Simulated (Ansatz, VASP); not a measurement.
## BN in two plane-wave programs

One calculation is typed for both programs; each brings its own data sets. How far apart do they land? The cell is taken from a series of runs on this material, whose earlier steps may have relaxed, scaled, displaced or heated it; both programs get it as it stands.

Calculated with Ansatz 0.2.0; plane waves, with VASP 6.6.1 beside it; zone-centre phonons at LDA.

### 1. Starting point

Symmetry: P6_3mc, No. 186, hexagonal system. The conventional cell has a = 2.525 Å, b = 2.525 Å, c = 4.179 Å, α = 90.00°, β = 90.00°, γ = 120.00°. B has 4 N at 1.55 to 1.56 Å nearest. Nearest to N lie 4 B at 1.55 to 1.56 Å. Farther neighbours and most contacts between anions are not listed.

Coordinates:

```xyz
4
Lattice="2.5252 0.0000 0.0000 -1.2626 2.1869 0.0000 0.0000 0.0000 4.1788" Properties=species:S:1:pos:R:3 pbc="T T T"
B     1.2626    0.7290    4.1776
B     0.0000    1.4579    2.0882
N     1.2626    0.7290    2.6130
N     0.0000    1.4579    0.5236
```

### 2. VASP: zone-centre phonons, LDA

Second derivatives magnify differences that forces hide, and they need a tight electronic threshold.

Lines of VASP's logs that name or quote its potential files are left out, and so is its time.

Contents of INCAR:

```
SYSTEM = BN
PREC = Accurate
ENCUT = 600
EDIFF = 1E-08
NELM = 120
ISMEAR = 0
SIGMA = 0.01
LREAL = .FALSE.
ALGO = Normal
GGA = CA
NBANDS = 14
LORBIT = 11
LWAVE = .FALSE.
LCHARG = .FALSE.
ISIF = 2
IBRION = 8
LEPSILON = .TRUE.
LASPH = .TRUE.
GGA_COMPAT = .FALSE.
EFERMI = MIDGAP
KPAR = 2
```

Contents of POSCAR:

```
BN
1.0
    2.5251731404      0.0000000000      0.0000000000
   -1.2625865702      2.1868640886      0.0000000000
    0.0000000000      0.0000000000      4.1787884528
B N
2 2
Direct
    0.6666666667      0.3333333333      0.9997039276
    0.3333333333      0.6666666667      0.4997039276
    0.6666666667      0.3333333333      0.6252960724
    0.3333333333      0.6666666667      0.1252960724
```

Contents of KPOINTS:

```
Automatic mesh
0
Gamma
9 9 6
0 0 0
```

PAW data sets: B and N (LDA family, release 64).

Launch:

```bash
> mpirun -np 2 vasp_std
```

What it wrote:

```text
[banner, memory and clock lines left out]
running    2 mpi-ranks, on    1 nodes
 distrk:  each k-point on    1 cores,    2 groups
 distr:  one band on    1 cores,    1 groups

 POSCAR found type information on POSCAR B N
 POSCAR found :  2 types and       4 ions
 LDA part: xc-table for (Slater(with rela. corr.)+CA(PZ))
 , standard interpolation
 POSCAR, INCAR and KPOINTS ok, starting setup
 FFT: planning ... GRIDC
 FFT: planning ... GRID_SOFT
 FFT: planning ... GRID
 WAVECAR not read
 entering main loop
       N       E                     dE             d eps       ncg     rms          rms(c)
DAV:   1     0.449210081940E+02    0.44921E+02   -0.92304E+03  1344   0.125E+03
DAV:   2    -0.386251353772E+02   -0.83546E+02   -0.78391E+02  1840   0.253E+02
DAV:   3    -0.411155039320E+02   -0.24904E+01   -0.24813E+01  1872   0.405E+01
DAV:   4    -0.411241883950E+02   -0.86845E-02   -0.86836E-02  1404   0.278E+00
DAV:   5    -0.411242479124E+02   -0.59517E-04   -0.59516E-04  1782   0.201E-01    0.937E+00
DAV:   6    -0.390549140101E+02    0.20693E+01   -0.40172E+00  1668   0.162E+01    0.433E+00
DAV:   7    -0.388266560564E+02    0.22826E+00   -0.26312E-01  1560   0.429E+00    0.257E+00
DAV:   8    -0.387619596360E+02    0.64696E-01   -0.89715E-02  1524   0.237E+00    0.241E-01
DAV:   9    -0.387607256126E+02    0.12340E-02   -0.26575E-03  1698   0.490E-01    0.133E-01
DAV:  10    -0.387606844960E+02    0.41117E-04   -0.14811E-04  1620   0.115E-01    0.189E-02
DAV:  11    -0.387606815988E+02    0.28972E-05   -0.19844E-05  1692   0.372E-02    0.108E-02
DAV:  12    -0.387606815142E+02    0.84571E-07   -0.16700E-06  1704   0.120E-02    0.104E-03
DAV:  13    -0.387606815109E+02    0.33217E-08   -0.40383E-08  1656   0.202E-03
   1 F= -.38760682E+02 E0= -.38760682E+02  d E =0.000000E+00
 Linear response reoptimize wavefunctions to high precision
DAV:   1    -0.387606815108E+02    0.66166E-10   -0.12615E-09  1194   0.371E-04
DAV:   2    -0.387606815109E+02   -0.67530E-10   -0.21319E-10   894   0.126E-04
 Linear response G [H, r] |phi>, progress :
  Direction:   1
       N       E                     dE             d eps       ncg     rms
RMM:   1    -0.641419600695E+02   -0.64142E+02    0.67075E+01  3156   0.749E+01
RMM:   2    -0.541874770090E+02    0.99545E+01   -0.37984E+00  2312   0.162E+01
RMM:   3    -0.542109063589E+02   -0.23429E-01   -0.25643E-02  2559   0.121E+00
RMM:   4    -0.542117047978E+02   -0.79844E-03   -0.29616E-04  2715   0.139E-01
RMM:   5    -0.542117205478E+02   -0.15750E-04   -0.11025E-05  2708   0.194E-02
RMM:   6    -0.542117210753E+02   -0.52753E-06   -0.75026E-07  2729   0.292E-03
RMM:   7    -0.542117210758E+02   -0.42370E-09   -0.52483E-07  2500   0.560E-04
RMM:   8    -0.542117210615E+02    0.14224E-07   -0.38631E-07  1982   0.189E-04
RMM:   9    -0.542117210476E+02    0.13951E-07   -0.68681E-07  1797   0.148E-04
RMM:  10    -0.542117210469E+02    0.64527E-09   -0.34808E-06  1769   0.144E-04
RMM:  11    -0.542117210462E+02    0.71817E-09   -0.45049E-06  1751   0.145E-04
RMM:  12    -0.542117210455E+02    0.76250E-09    0.31045E-07  1719   0.147E-04
 Linear response G [H, r] |phi>, progress :
  Direction:   2
       N       E                     dE             d eps       ncg     rms
RMM:   1    -0.714898685167E+02   -0.71490E+02   -0.38629E+01  3020   0.715E+01
RMM:   2    -0.638898739971E+02    0.76000E+01   -0.25993E+00  2274   0.135E+01
RMM:   3    -0.639059132896E+02   -0.16039E-01   -0.18353E-02  2570   0.961E-01
RMM:   4    -0.639060185474E+02   -0.10526E-03   -0.46737E-04  2677   0.106E-01
RMM:   5    -0.639059980809E+02    0.20466E-04   -0.30958E-05  2698   0.139E-02
RMM:   6    -0.639059958549E+02    0.22260E-05   -0.24081E-06  2681   0.198E-03
RMM:   7    -0.639059957108E+02    0.14413E-06   -0.86831E-07  2368   0.400E-04
RMM:   8    -0.639059956730E+02    0.37780E-07   -0.71829E-07  1884   0.173E-04
RMM:   9    -0.639059956793E+02   -0.62823E-08   -0.11421E-06  1725   0.153E-04
RMM:  10    -0.639059956799E+02   -0.66547E-09   -0.33256E-06  1702   0.152E-04
RMM:  11    -0.639059956853E+02   -0.53547E-08   -0.46771E-06  1686   0.154E-04
RMM:  12    -0.639059956869E+02   -0.15610E-08   -0.17274E-06  1626   0.158E-04
 Linear response G [H, r] |phi>, progress :
  Direction:   3
       N       E                     dE             d eps       ncg     rms
RMM:   1    -0.703423345438E+02   -0.70342E+02    0.29987E+00  3088   0.730E+01
RMM:   2    -0.589294309489E+02    0.11413E+02   -0.34610E+00  2257   0.149E+01
RMM:   3    -0.589510555554E+02   -0.21625E-01   -0.21382E-02  2437   0.108E+00
RMM:   4    -0.589516937842E+02   -0.63823E-03   -0.26200E-04  2570   0.118E-01
RMM:   5    -0.589517009846E+02   -0.72005E-05   -0.53166E-06  2549   0.156E-02
RMM:   6    -0.589517014836E+02   -0.49892E-06    0.47816E-07  2522   0.226E-03
RMM:   7    -0.589517015585E+02   -0.74921E-07   -0.81197E-08  2208   0.483E-04
RMM:   8    -0.589517015881E+02   -0.29662E-07   -0.10582E-07  1745   0.210E-04
[...]
RMM:   2    -0.244663860992E+00   -0.11590E-02   -0.13994E-03  2241   0.224E-01
RMM:   3    -0.244673378391E+00   -0.95174E-05   -0.77349E-06  2292   0.140E-02
RMM:   4    -0.244673470607E+00   -0.92216E-07   -0.11268E-07  2334   0.146E-03
RMM:   5    -0.244673471279E+00   -0.67199E-09   -0.24579E-09  1725   0.174E-04
[...]
RMM:   5    -0.248632244654E+00   -0.74181E-03   -0.53817E-05  2276   0.565E-02    0.566E-03
RMM:   6    -0.248680124219E+00   -0.47880E-04   -0.79680E-07  2404   0.620E-03    0.261E-03
RMM:   7    -0.248694978306E+00   -0.14854E-04   -0.44547E-08  2426   0.173E-03    0.262E-04
RMM:   8    -0.248699366346E+00   -0.43880E-05   -0.76172E-10  2348   0.307E-04    0.497E-05
RMM:   9    -0.248699531841E+00   -0.16549E-06    0.27074E-10  1666   0.580E-05    0.110E-05
RMM:  10    -0.248699499458E+00    0.32383E-07    0.39795E-11  1212   0.354E-05    0.228E-06
 change of polarisation eV/A/(eV/A) component  3 :    -0.043    -0.023     0.469
 dielectric tensor                  component  3 :    -0.341    -0.181     4.681
 Linear response DOF=           4
 Linear response progress:
  Degree of freedom:   1/  4
       N       E                     dE             d eps       ncg     rms          rms(c)
RMM:   1    -0.426311839145E-01   -0.42631E-01   -0.44798E-03 17829   0.150E+00
RMM:   2    -0.370251498556E-01    0.56060E-02   -0.17492E-03 11656   0.297E-01    0.153E-01
RMM:   3    -0.369273094083E-01    0.97840E-04   -0.34463E-04 12200   0.938E-02    0.852E-02
RMM:   4    -0.372031565424E-01   -0.27585E-03   -0.29995E-04 11665   0.991E-02    0.889E-03
RMM:   5    -0.371843537386E-01    0.18803E-04   -0.89097E-06 12465   0.113E-02    0.120E-03
RMM:   6    -0.371816728227E-01    0.26809E-05   -0.64169E-07 12537   0.953E-04    0.633E-04
RMM:   7    -0.371776380441E-01    0.40348E-05   -0.26243E-07 12793   0.645E-04    0.512E-05
RMM:   8    -0.371780482586E-01   -0.41021E-06   -0.69276E-07 12961   0.103E-04    0.249E-05
RMM:   9    -0.371779159221E-01    0.13234E-06    0.66182E-08 13102   0.341E-05    0.234E-06
RMM:  10    -0.371779302097E-01   -0.14288E-07    0.70758E-09 12071   0.902E-06    0.809E-07
RMM:  11    -0.371779330372E-01   -0.28275E-08    0.67270E-09  9451   0.541E-06    0.831E-08
 first order change of Fermi-energy  -0.16145E+01
 force on displaced ion       1 direction 1 : -26.400   0.002  -0.001
 Born effective charge ion    1 direction 1 :   1.810   0.000  -0.000
 Linear response progress:
  Degree of freedom:   2/  4
       N       E                     dE             d eps       ncg     rms          rms(c)
RMM:   1    -0.588567025685E-01   -0.58857E-01    0.59919E-02  4722   0.209E+00
RMM:   2    -0.471719253472E-01    0.11685E-01    0.34312E-03  2870   0.486E-01    0.160E-01
RMM:   3    -0.472890791861E-01   -0.11715E-03    0.15201E-03  3018   0.145E-01    0.851E-02
RMM:   4    -0.473712036592E-01   -0.82124E-04    0.85847E-04  3044   0.714E-02    0.317E-02
RMM:   5    -0.474846219923E-01   -0.11342E-03    0.23186E-04  3102   0.303E-02    0.555E-03
RMM:   6    -0.475087464695E-01   -0.24124E-04   -0.21240E-05  3026   0.616E-03    0.137E-03
RMM:   7    -0.475014166664E-01    0.73298E-05    0.25608E-05  3164   0.164E-03    0.346E-04
RMM:   8    -0.475039144998E-01   -0.24978E-05   -0.57599E-07  3139   0.531E-04    0.928E-05
RMM:   9    -0.475038808812E-01    0.33619E-07   -0.83059E-07  3240   0.107E-04    0.143E-05
RMM:  10    -0.475038601305E-01    0.20751E-07   -0.57166E-07  3237   0.192E-05    0.625E-06
RMM:  11    -0.475038268428E-01    0.33288E-07   -0.21172E-07  3245   0.112E-05    0.750E-07
RMM:  12    -0.475038384901E-01   -0.11647E-07   -0.19746E-07  2637   0.484E-06    0.254E-07
RMM:  13    -0.475038364244E-01    0.20657E-08   -0.44785E-10  2012   0.396E-06    0.352E-08
 first order change of Fermi-energy   0.14168E+01
 force on displaced ion       1 direction 3 :   0.000  -0.000 -36.541
 Born effective charge ion    1 direction 3 :   0.000   0.000   1.905
 Linear response progress:
  Degree of freedom:   3/  4
       N       E                     dE             d eps       ncg     rms          rms(c)
RMM:   1    -0.233187131744E+00   -0.23319E+00    0.10021E-01 14054   0.335E+00
RMM:   2    -0.225341205748E+00    0.78459E-02   -0.31405E-03 11888   0.491E-01    0.233E-01
RMM:   3    -0.226294332748E+00   -0.95313E-03   -0.61943E-04 11243   0.188E-01    0.125E-01
RMM:   4    -0.228324988189E+00   -0.20307E-02   -0.55495E-04 10674   0.178E-01    0.228E-02
RMM:   5    -0.228369353419E+00   -0.44365E-04   -0.67014E-06 12689   0.308E-02    0.971E-04
RMM:   6    -0.228372898970E+00   -0.35456E-05    0.10925E-06 13000   0.255E-03    0.503E-04
RMM:   7    -0.228371658709E+00    0.12403E-05    0.13389E-06 13285   0.426E-04    0.732E-05
RMM:   8    -0.228372115918E+00   -0.45721E-06    0.49606E-07 12895   0.100E-04    0.190E-05
RMM:   9    -0.228371991279E+00    0.12464E-06   -0.51378E-09 13433   0.320E-05    0.242E-06
RMM:  10    -0.228372028120E+00   -0.36840E-07   -0.52706E-08 12828   0.132E-05    0.962E-07
RMM:  11    -0.228372015996E+00    0.12124E-07   -0.15699E-10 11082   0.928E-06    0.127E-07
RMM:  12    -0.228372017909E+00   -0.19137E-08    0.16544E-09  8869   0.836E-06    0.539E-08
 first order change of Fermi-energy  -0.11769E+01
 force on displaced ion       3 direction 1 : -26.602   0.002   0.001
 Born effective charge ion    3 direction 1 :  -1.811   0.000   0.000
 Linear response progress:
  Degree of freedom:   4/  4
       N       E                     dE             d eps       ncg     rms          rms(c)
RMM:   1    -0.263047607270E+00   -0.26305E+00    0.18089E-01  3458   0.349E+00
RMM:   2    -0.253734310367E+00    0.93133E-02   -0.92291E-04  2923   0.552E-01    0.234E-01
RMM:   3    -0.254205595189E+00   -0.47128E-03   -0.15489E-03  2994   0.269E-01    0.112E-01
RMM:   4    -0.255284613617E+00   -0.10790E-02   -0.33345E-04  2911   0.124E-01    0.401E-02
RMM:   5    -0.255720124141E+00   -0.43551E-03   -0.80406E-05  3015   0.384E-02    0.114E-02
RMM:   6    -0.255782444304E+00   -0.62320E-04   -0.10400E-05  3139   0.875E-03    0.256E-03
RMM:   7    -0.255778702579E+00    0.37417E-05    0.35120E-06  3200   0.276E-03    0.371E-04
RMM:   8    -0.255775660263E+00    0.30423E-05   -0.10181E-06  3134   0.707E-04    0.165E-04
RMM:   9    -0.255775890886E+00   -0.23062E-06   -0.12730E-07  3323   0.135E-04    0.138E-05
RMM:  10    -0.255775835708E+00    0.55178E-07    0.65391E-08  3337   0.298E-05    0.431E-06
RMM:  11    -0.255775857402E+00   -0.21693E-07   -0.27998E-08  3153   0.143E-05    0.105E-06
RMM:  12    -0.255775858678E+00   -0.12766E-08   -0.11493E-08  2899   0.106E-05    0.339E-07
 first order change of Fermi-energy  -0.14168E+01
 force on displaced ion       3 direction 3 :  -0.000  -0.000 -39.039
 Born effective charge ion    3 direction 3 :   0.000  -0.000  -1.905
 Born effective charges drift removed
 Linear response finished
```

(Continued in part 2 of 2.)

[Lines on the potential files, build, host, timing and source positions are cut from VASP's logs without a mark.]

[Logs are printed without paths, hosts, clocks, repeated set-up lines and the standing remarks that a program may print on its own settings, such as how far it seeks lower states.]

[Hosts, paths, dates, database ids (printed as entryN), source tags and the programs' standing remarks are cut or masked in the printed files.]
